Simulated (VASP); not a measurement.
Output of a VASP run:

### OUTCAR
```
 ion  position               nearest neighbor table
   1  0.000  0.000  0.000-
  LATTYP: Found a face centered cubic cell.
 ALAT       =     3.5200000000
 Subroutine PRICEL returns:
 Original cell was already a primitive cell.
 Subroutine GETGRP returns: Found 48 space group operations
The static configuration has the point symmetry O_h .
The dynamic configuration has the point symmetry O_h .
The overall configuration has the point symmetry O_h .
 Subroutine INISYM returns: Found 48 space group operations
 Subroutine IBZKPT returns following result:
 Found    145 irreducible k-points:

 Following reciprocal coordinates:
            Coordinates               Weight
  0.000000  0.000000  0.000000      1.000000
  0.062500  0.000000  0.000000      8.000000
  0.125000  0.000000  0.000000      8.000000
  0.187500  0.000000  0.000000      8.000000
  0.250000  0.000000  0.000000      8.000000
  0.312500  0.000000  0.000000      8.000000
  0.375000  0.000000  0.000000      8.000000
  0.437500  0.000000  0.000000      8.000000
  0.500000  0.000000  0.000000      4.000000
  0.062500  0.062500  0.000000      6.000000
  0.125000  0.062500  0.000000     24.000000
  0.187500  0.062500  0.000000     24.000000
  0.250000  0.062500  0.000000     24.000000
  0.312500  0.062500  0.000000     24.000000
  0.375000  0.062500  0.000000     24.000000
  0.437500  0.062500  0.000000     24.000000
  0.500000  0.062500  0.000000     24.000000
 -0.437500  0.062500  0.000000     24.000000
 -0.375000  0.062500  0.000000     24.000000
 -0.312500  0.062500  0.000000     24.000000
 -0.250000  0.062500  0.000000     24.000000
 -0.187500  0.062500  0.000000     24.000000
 -0.125000  0.062500  0.000000     24.000000
 -0.062500  0.062500  0.000000     12.000000
  0.125000  0.125000  0.000000      6.000000
  0.187500  0.125000  0.000000     24.000000
  0.250000  0.125000  0.000000     24.000000
  0.312500  0.125000  0.000000     24.000000
  0.375000  0.125000  0.000000     24.000000
  0.437500  0.125000  0.000000     24.000000
  0.500000  0.125000  0.000000     24.000000
 -0.437500  0.125000  0.000000     24.000000
 -0.375000  0.125000  0.000000     24.000000
 -0.312500  0.125000  0.000000     24.000000
 -0.250000  0.125000  0.000000     24.000000
 -0.187500  0.125000  0.000000     24.000000
 -0.125000  0.125000  0.000000     12.000000
  0.187500  0.187500  0.000000      6.000000
  0.250000  0.187500  0.000000     24.000000
  0.312500  0.187500  0.000000     24.000000
   k-points           NKPTS =    145   k-points in BZ     NKDIM =    145   number of bands    NBANDS=      9
   number of dos      NEDOS =    301   number of ions     NIONS =      1
   total plane-waves  NPLWV =   8000
   dimension x,y,z NGX =    20 NGY =   20 NGZ =   20
   dimension x,y,z NGXF=    40 NGYF=   40 NGZF=   40
   ions per type =               1
   PREC   = accura    normal or accurate (medium, high low for compatibility)
   ISTART =      0    job   : 0-new  1-cont  2-samecut
   ICHARG =      2    charge: 1-file 2-atom 10-const
   ISPIN  =      2    spin polarized calculation?
   LNONCOLLINEAR =      F non collinear calculations
   LSORBIT =      F    spin-orbit coupling
   INIWAV =      1    electr: 0-lowe 1-rand  2-diag
   ENCUT  =  520.0 eV  38.22 Ry    6.18 a.u.   4.63  4.63  4.63*2*pi/ulx,y,z
   NELM   =    100;   NELMIN=  2; NELMDL= -5     # of ELM steps
   EDIFF  = 0.1E-05   stopping-criterion for ELM
   LREAL  =      F    real-space projection
   NLSPLINE    = F    spline interpolate recip. space projectors
   LMAXMIX     =    4 max onsite mixed and CHGCAR
   VOSKOWN=      0    Vosko Wilk Nusair interpolation
   EDIFFG = -.1E-01   stopping-criterion for IOM
   NSW    =     60    number of steps for IOM
   NBLOCK =      1;   KBLOCK =     60    inner block; outer block
   IBRION =      2    ionic relax: 0-MD 1-quasi-New 2-CG
...
```

File OSZICAR:
```
       N       E                     dE             d eps       ncg     rms          rms(c)
DAV:   1     0.220632239516E+02    0.22063E+02   -0.48685E+03  5420   0.143E+03
DAV:   2    -0.602752186269E+01   -0.28091E+02   -0.26935E+02  5277   0.163E+02
DAV:   3    -0.645751308931E+01   -0.42999E+00   -0.42928E+00  6047   0.266E+01
DAV:   4    -0.646152230606E+01   -0.40092E-02   -0.40085E-02  5993   0.225E+00
DAV:   5    -0.646163196130E+01   -0.10966E-03   -0.10965E-03  5969   0.325E-01    0.975E+00
DAV:   6    -0.581433272678E+01    0.64730E+00   -0.16574E+01  5461   0.664E+01    0.596E+00
DAV:   7    -0.548340783084E+01    0.33092E+00   -0.28764E+00  5504   0.259E+01    0.183E+00
DAV:   8    -0.546823301676E+01    0.15175E-01   -0.18206E-02  7472   0.156E+00    0.904E-01
DAV:   9    -0.546586741965E+01    0.23656E-02   -0.16209E-03  7672   0.390E-01    0.244E-01
DAV:  10    -0.546529229736E+01    0.57512E-03   -0.63758E-04  7529   0.218E-01    0.302E-02
DAV:  11    -0.546529209292E+01    0.20444E-06   -0.20047E-05  6557   0.472E-02    0.305E-02
DAV:  12    -0.546529267092E+01   -0.57800E-06   -0.59207E-07  2915   0.106E-02
   1 F= -.54652927E+01 E0= -.54653748E+01  d E =-.546529E+01  mag=     0.5842
       N       E                     dE             d eps       ncg     rms          rms(c)
DAV:   1    -0.546867500373E+01   -0.33829E-02   -0.55133E-02  5435   0.400E+00    0.491E-01
DAV:   2    -0.546646732207E+01    0.22077E-02   -0.53880E-02  5463   0.352E+00    0.269E-01
DAV:   3    -0.546535938317E+01    0.11079E-02   -0.85769E-03  5410   0.147E+00    0.764E-02
DAV:   4    -0.546529119165E+01    0.68192E-04   -0.51386E-05  5937   0.598E-02    0.428E-02
DAV:   5    -0.546528236392E+01    0.88277E-05   -0.18410E-05  7140   0.332E-02    0.788E-03
DAV:   6    -0.546528230624E+01    0.57687E-07   -0.22275E-07  2666   0.584E-03
   2 F= -.54652823E+01 E0= -.54653595E+01  d E =0.103647E-04  mag=     0.5837
       N       E                     dE             d eps       ncg     rms          rms(c)
DAV:   1    -0.546634427948E+01   -0.10619E-02   -0.16415E-02  5431   0.219E+00    0.271E-01
DAV:   2    -0.546568671307E+01    0.65757E-03   -0.16524E-02  5457   0.194E+00    0.150E-01
DAV:   3    -0.546534098121E+01    0.34573E-03   -0.26578E-03  5403   0.819E-01    0.419E-02
DAV:   4    -0.546532026878E+01    0.20712E-04   -0.14819E-05  5910   0.342E-02    0.240E-02
DAV:   5    -0.546531760509E+01    0.26637E-05   -0.54861E-06  5295   0.182E-02    0.443E-03
DAV:   6    -0.546531799969E+01   -0.39460E-06   -0.14979E-07  2627   0.401E-03
   3 F= -.54653180E+01 E0= -.54653982E+01  d E =-.253288E-04  mag=     0.5839
```

OUTCAR:
```
------------------------ aborting loop because EDIFF is reached ----------------------------------------
  FORCE on cell =-STRESS in cart. coord.  units (eV):
  Direction    XX          YY          ZZ          XY          YZ          ZX
  --------------------------------------------------------------------------------------
  Total       -0.0006996     -0.0006996     -0.0006996      0.0000000      0.0000000      0.0000000
  in kB       -0.1030043     -0.1030043     -0.1030043      0.0000000      0.0000000      0.0000000
  external PRESSURE =      -0.1030043 kB  Pullay stress =       0.0000000 kB
  volume of cell :       10.88
      direct lattice vectors                 reciprocal lattice vectors
     0.000000000  1.758858162  1.758858162    -0.284275339  0.284275339  0.284275339
     1.758858162 -0.000000000  1.758858162     0.284275339 -0.284275339  0.284275339
     1.758858162  1.758858162 -0.000000000     0.284275339  0.284275339 -0.284275339
 POSITION                                       TOTAL-FORCE (eV/Angst)
 -----------------------------------------------------------------------------------
      0.00000      0.00000      0.00000         0.000000      0.000000      0.000000
 -----------------------------------------------------------------------------------
    total drift:                                0.000000     -0.000000     -0.000000
  FREE ENERGIE OF THE ION-ELECTRON SYSTEM (eV)
  ---------------------------------------------------
  free  energy   TOTEN  =        -5.4653179997 eV

  energy  without entropy=       -5.4655585178  energy(sigma->0) =       -5.46539817

 total charge

# of ion       s       p       d       tot
------------------------------------------
    1        0.497   0.494   8.330   9.320

 magnetization (x)

# of ion       s       p       d       tot
------------------------------------------
    1       -0.006  -0.022   0.622   0.594

 reached required accuracy - stopping structural energy minimisation
```
(Selected blocks of OUTCAR.)

File POSCAR:
```
Ni
1
    0.0000000000     1.7600000000     1.7600000000
    1.7600000000     0.0000000000     1.7600000000
    1.7600000000     1.7600000000     0.0000000000
Ni
1
Direct
  0.0000000000   0.0000000000   0.0000000000
```

Write an INCAR and KPOINTS that could have produced this output.

One answer among several that fit: the input of the run itself, PW91 GGA, plane waves, VASP's PBE PAW potentials (set 64).

### KPOINTS
```
Regular mesh
0
G
16 16 16
```

**INCAR**
```
ALGO=Normal
EDIFF=1E-6
EDIFFG=-0.01
ENCUT=520
GGA=91
IBRION=2
ISIF=3
ISMEAR=1
ISPIN=2
LASPH=.TRUE.
LCHARG=.FALSE.
LMAXMIX=4
LORBIT=10
LREAL=.FALSE.
LWAVE=.FALSE.
MAGMOM=0.8
NELM=100
NSW=60
PREC=Accurate
SIGMA=0.1
SYSTEM=Ni
```

POTCAR, in this order: Ni (PBE.64 set). Program: vasp_std.

The compound is Ni in the fcc structure. This run relaxes it. Symmetry was kept, so distortions that lower it aren't found.
